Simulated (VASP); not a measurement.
```
CELL_PARAMETERS angstrom
      3.13340     0.00000     0.00000
      0.00000     3.13340     0.00000
      0.00000     0.00000     3.13340
ATOMIC_POSITIONS crystal
  In 0.50000 0.50000 0.50000
  Pd 0.00000 0.00000 0.00000
```

Computed with PBEsol GGA, VASP's PBE PAW potentials (set 64) (plane waves; VASP). Numerical set-up: 500 eV cut-off, 12×12×12 Γ-centred mesh, first-order Methfessel-Paxton smearing of 0.10 eV, potentials In_d Pd.

Unless said otherwise, spin-orbit coupling is left out, though it shifts the bands of the heavy elements here.

Problem. Estimate the energy per atom (σ→0), pressure, band gap (on the k-mesh) with the smallest direct gap where there is one.

Solution. 
The band gap (on the k-mesh) is none (metal, semimetal or under 0.01 eV) and the energy per atom (σ→0) is -4.901 eV/atom. The pressure is 20.07 GPa.

Total energies compare only between runs with the same potentials, cut-off and functional.

The compound is PdIn in the CsCl type structure. It was relaxed first under an external pressure of 20 GPa. The electron count is odd and the run is not spin-polarised, which forces a metal.
